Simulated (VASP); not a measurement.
Data:

```
CELL_PARAMETERS angstrom
      0.00000     2.53548     2.53548
      2.53548     0.00000     2.53548
      2.53548     2.53548     0.00000
ATOMIC_POSITIONS crystal
  Li 0.00000 0.00000 0.00000
  Cl 0.50000 0.50000 0.50000
```

These are AM05 GGA, VASP's PBE PAW potentials (set 64) (plane waves; VASP) values and carry that method's errors. Numerical set-up: 520 eV cut-off, 9×9×9 Γ-centred mesh, Gaussian smearing of 0.050 eV, potentials Li_sv Cl.

Task: What does the run give for the energy per atom (σ→0), band gap (on the k-mesh) with the smallest direct gap where there is one?

Result: 
```
Item                                         Result
-----------------------------------  --------------
band gap (on the k-mesh)                    6.49 eV
smallest direct gap (on the k-mesh)         6.49 eV
energy per atom (σ→0)                -3.661 eV/atom
```

Total energies compare only between runs with the same potentials, cut-off and functional.

The compound is LiCl in the rock salt structure. This cell is one point of a volume scan, at 0.97 of the reference volume.
